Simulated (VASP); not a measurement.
These are PBE GGA, VASP's PBE PAW potentials (set 64) (plane waves; VASP 6.6.1) values and carry that method's errors.

The input files of a VASP run:

**POSCAR**
```
PbTe
1.0
  0.0000000000   3.2818670605   3.2818670605
  3.2818670605   0.0000000000   3.2818670605
  3.2818670605   3.2818670605   0.0000000000
Te Pb
1 1
Cart
  3.2818670605   3.2818670605   3.2818670605
  0.0000000000   0.0000000000   0.0000000000
```

**INCAR**
```
SYSTEM=PbTe
PREC=Accurate; ENCUT=480; LREAL=.FALSE.
LASPH=.TRUE.
EDIFF=1E-7; NELM=100; ALGO=Normal
LMAXMIX=4
ISMEAR=0; SIGMA=0.05
GGA=PE
ISIF=2
LWAVE=.FALSE.; LCHARG=.FALSE.
```

File KPOINTS:
```
kpoints
0
gamma
  6 6 6
```

POTCAR, in this order: Te Pb_d (PBE.64 set). Program: vasp_std.

The resulting files:

File OSZICAR:
```
       N       E                     dE             d eps       ncg     rms          rms(c)
DAV:   1     0.144903526489E+03    0.14490E+03   -0.90103E+03   448   0.130E+03
DAV:   2     0.296786562855E+01   -0.14194E+03   -0.13963E+03   472   0.324E+02
DAV:   3    -0.740516247990E+01   -0.10373E+02   -0.10345E+02   592   0.969E+01
DAV:   4    -0.765805227968E+01   -0.25289E+00   -0.25283E+00   530   0.187E+01
DAV:   5    -0.766751230587E+01   -0.94600E-02   -0.94600E-02   622   0.315E+00    0.303E+00
DAV:   6    -0.752546105584E+01    0.14205E+00   -0.34570E-01   584   0.456E+00    0.187E+00
DAV:   7    -0.752189363015E+01    0.35674E-02   -0.97417E-02   554   0.172E+00    0.917E-01
DAV:   8    -0.752400524527E+01   -0.21116E-02   -0.10669E-02   466   0.122E+00    0.134E-01
DAV:   9    -0.752391586055E+01    0.89385E-04   -0.12791E-03   662   0.402E-01    0.529E-02
DAV:  10    -0.752397256005E+01   -0.56699E-04   -0.14010E-04   460   0.875E-02    0.258E-02
DAV:  11    -0.752398139128E+01   -0.88312E-05   -0.26459E-05   538   0.411E-02    0.697E-03
DAV:  12    -0.752398181053E+01   -0.41925E-06   -0.20126E-06   592   0.172E-02    0.643E-03
DAV:  13    -0.752398159156E+01    0.21897E-06   -0.18118E-07   456   0.294E-03    0.196E-03
DAV:  14    -0.752398162333E+01   -0.31775E-07   -0.24547E-07   376   0.541E-03
   1 F= -.75239816E+01 E0= -.75239816E+01  d E =-.881013E-13
```

File OUTCAR:
```
------------------------ aborting loop because EDIFF is reached ----------------------------------------
  FORCE on cell =-STRESS in cart. coord.  units (eV):
  Direction    XX          YY          ZZ          XY          YZ          ZX
  --------------------------------------------------------------------------------------
  Total        0.0353299      0.0353299      0.0353299      0.0000000      0.0000000      0.0000000
  in kB        0.8006828      0.8006828      0.8006828      0.0000000      0.0000000      0.0000000
  external PRESSURE =       0.8006828 kB  Pullay stress =       0.0000000 kB
  volume of cell :       70.70
      direct lattice vectors                 reciprocal lattice vectors
     0.000000000  3.281867061  3.281867061    -0.152352302  0.152352302  0.152352302
     3.281867061  0.000000000  3.281867061     0.152352302 -0.152352302  0.152352302
     3.281867061  3.281867061  0.000000000     0.152352302  0.152352302 -0.152352302
  FREE ENERGIE OF THE ION-ELECTRON SYSTEM (eV)
  ---------------------------------------------------
  free  energy   TOTEN  =        -7.5239816233 eV

  energy  without entropy=       -7.5239816233  energy(sigma->0) =       -7.52398162
```
(Selected blocks of OUTCAR.)

OUTCAR:
```
 val. band max:        5.0261597618   @ k =   0.5000   0.0000   0.0000

 cond. band min:       5.8535660779   @ k =   0.5000   0.0000   0.0000


 Fermi energy:         5.2633474952

 k-point     1 :       0.0000    0.0000    0.0000
  band No.  band energies     occupation
      1     -11.6210      2.00000
      2     -11.6210      2.00000
      3     -11.6152      2.00000
      4     -11.6152      2.00000
      5     -11.6152      2.00000
      6      -6.6077      2.00000
      7      -0.6784      2.00000
      8       3.8616      2.00000
      9       3.8616      2.00000
     10       3.8616      2.00000
     11       9.0551      0.00000
     12       9.0551      0.00000
     13       9.0551      0.00000
     14      10.9351      0.00000

 k-point     2 :       0.1667    0.0000    0.0000
  band No.  band energies     occupation
      1     -11.6237      2.00000
      2     -11.6237      2.00000
      3     -11.6146      2.00000
      4     -11.6120      2.00000
      5     -11.6120      2.00000
      6      -6.3870      2.00000
      7      -1.3041      2.00000
      8       3.9291      2.00000
      9       3.9291      2.00000
     10       4.1784      2.00000
     11       7.9289      0.00000
     12       8.1832      0.00000
     13       8.1832      0.00000
     14      10.8016      0.00000

 k-point     3 :       0.3333    0.0000    0.0000
  band No.  band energies     occupation
      1     -11.6298      2.00000
      2     -11.6298      2.00000
      3     -11.6134      2.00000
      4     -11.6045      2.00000
      5     -11.6045      2.00000
      6      -5.7902      2.00000
      7      -2.5476      2.00000
      8       4.1292      2.00000
      9       4.1292      2.00000
     10       4.6858      2.00000
     11       6.5395      0.00000
     12       6.9636      0.00000
     13       6.9636      0.00000
     14      11.6849      0.00000

 k-point     4 :       0.5000    0.0000    0.0000
  band No.  band energies     occupation
...
```

Unless said otherwise, spin-orbit coupling is left out, though it shifts the bands of the heavy elements here.

The compound is PbTe in the rock salt structure. It was relaxed first.
